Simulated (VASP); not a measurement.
Consider the following.

```yaml
crystal:
  lattice:
    - [4.62840, 0.00000, 0.00000]
    - [-2.31420, 4.00831, 0.00000]
    - [0.00000, 0.00000, 2.73685]
  atoms:
    - { symbol: Ag, position: [0.00000, 0.00000, 0.00000] }
    - { symbol: Ag, position: [0.33333, 0.66667, 0.50000] }
    - { symbol: Ag, position: [0.66667, 0.33333, 0.50000] }
```

All values below come from PBEsol GGA, VASP's PBE PAW potentials (set 64) (plane waves; VASP). Run with 400 eV cut-off, Gaussian smearing of 0.050 eV, potentials Ag.

Task: Estimate the band gap (along the path) with the smallest direct gap where there is one.

Result: 
The band gap (along the path) is none (metal, semimetal or under 0.01 eV).

The structure was generated: Ag was put into the omega type (P6/mmm), which need not be its known phase. It was relaxed first.
